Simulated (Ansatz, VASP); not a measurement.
## Two plane-wave programs on Cs3B

```xyz
4
Lattice="-3.9126 3.9126 3.9126 3.9126 -3.9126 3.9126 3.9126 3.9126 -3.9126" Properties=species:S:1:pos:R:3 pbc="T T T"
Cs    3.9126    0.0000    0.0000
Cs    0.0000    3.9126    0.0000
Cs    0.0000    0.0000    3.9126
B     0.0000    0.0000    0.0000
```

Change from the starting cell: species swapped into the Sb3Au type (Im-3m, No. 229).

Alike in both runs: functional PBE; k mesh 10 × 10 × 10; occupations gaussian, width 0.1 eV; no spin polarisation.

Ansatz relaxed the structure, and its values are those at the end. VASP's run is a single point on that final structure, the one shown.

```csv
,VASP,Ansatz
version,VASP 6.6.1,Ansatz 0.2.0
potentials or method,"VASP PAW PBE potentials, release 64 (Cs_sv, B)","scalar-relativistic, plane waves, PAW"
plane-wave cutoff (eV),520,420
valence electrons in the cell,30,30
```

```tsv
	VASP	Ansatz	Ansatz less VASP
gap on the k mesh at the Fermi level (eV)	none	none	-
pressure (GPa)	0.0	0.0	-0.01
```

A gap of «none» marks a metal or a gap that the smearing closes.

Spin-orbit coupling is left out, which matters for the levels of Cs.
